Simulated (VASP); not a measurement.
Crystal: Hf2O3.

```
CELL_PARAMETERS angstrom
5.08000 0.00000 0.00000
0.00000 5.08000 0.00000
0.00000 0.00000 5.08000
ATOMIC_POSITIONS crystal
Hf 0.00000 0.00000 0.00000
Hf 0.00000 0.50000 0.50000
Hf 0.50000 0.00000 0.50000
Hf 0.50000 0.50000 0.00000
O 0.25000 0.25000 0.75000
O 0.25000 0.75000 0.25000
O 0.75000 0.25000 0.25000
O 0.75000 0.25000 0.75000
O 0.75000 0.75000 0.25000
O 0.75000 0.75000 0.75000
```

The cell was built by a generator and needn't be a form met in nature.

| Quantity | Value |
| --- | --- |
| Program | VASP 6.6.1 |
| Task | relaxation of cell and atoms |
| Functional | PBE |
| Potentials or basis | VASP PAW PBE potentials, release 64 (Hf_pv, O) |
| Cutoff | 600 eV |
| k mesh | 4 × 4 × 4 |
| Occupations | gaussian, width 0.05 eV |
| Spin | no spin polarisation |

At the start: pressure -6.6 GPa; volume 13.11 Å³/atom.

Problem. How do energy, volume and symmetry change on relaxing?

Solution. Over 6 steps the energy falls by 9.2 meV/atom and the volume is 12.68 Å³/atom (-3.3 %); space group P-4m2 (No. 115, to 0.05 Å).

The path:
```tsv
step	energy change (eV)	largest force (eV/Å)	pressure (GPa)	volume (Å³)
1	0.0000	0.2774	-6.60	131.10
2	0.1171	0.7683	11.25	121.12
3	-0.0910	0.1040	-0.16	127.00
4	-0.0910	0.1123	-0.05	126.92
5	-0.0916	0.0423	0.08	126.75
6	-0.0918	0.0032	0.05	126.80
```

Final structure:
```
Hf O
1.0
     5.02515    0.00000    0.00000
     0.00000    5.02322    0.00000
     0.00000    0.00000    5.02322
Hf O
4 6
Direct
  0.99961 0.00000 0.00000
  0.99961 0.50000 0.50000
  0.50039 0.00000 0.50000
  0.50039 0.50000 0.00000
  0.25000 0.25000 0.75000
  0.25000 0.75000 0.25000
  0.75000 0.25000 0.25000
  0.75000 0.25000 0.75000
  0.75000 0.75000 0.25000
  0.75000 0.75000 0.75000
```
